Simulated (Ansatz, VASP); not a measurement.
# Two plane-wave programs on CsTa4

```
CELL_PARAMETERS angstrom
4.92145 0.00000 0.00000
0.00000 4.92145 0.00000
0.00000 0.00000 4.92145
ATOMIC_POSITIONS crystal
Cs 0.50000 0.50000 0.50000
Ta 0.00000 0.00000 0.00000
Ta 0.50000 0.50000 0.00000
Ta 0.50000 0.00000 0.50000
Ta 0.00000 0.50000 0.50000
```

Change from the starting cell: species swapped into the Ni4N type (Pm-3m, No. 221).

Alike in both runs: functional PBE; k mesh 8 × 8 × 8; occupations gaussian, width 0.1 eV; no spin polarisation.

Ansatz relaxed the structure, and its values are those at the end. VASP's run is a single point on that final structure, the one shown.

|  | VASP | Ansatz |
| --- | --- | --- |
| version | VASP 6.6.1 | Ansatz 0.2.0 |
| potentials or method | VASP PAW PBE potentials, release 64 (Cs_sv, Ta_pv) | scalar-relativistic, plane waves, PAW |
| plane-wave cutoff (eV) | 520 | 420 |
| valence electrons in the cell | 53 | 61 |

Ansatz gave:

* gap on the k mesh at the Fermi level (eV): none
* pressure (GPa): 0.0

Task: What did VASP give for the same quantities?

Result: gap on the k mesh at the Fermi level (eV): none; pressure (GPa): 3.2.

A gap of «none» marks a metal or a gap that the smearing closes. The functional is the same, so the differences come from potentials, cutoffs and numerics. The two sets of potentials don't hold the same shells in valence.

Spin-orbit coupling is left out, which matters for the levels of Cs, Ta.
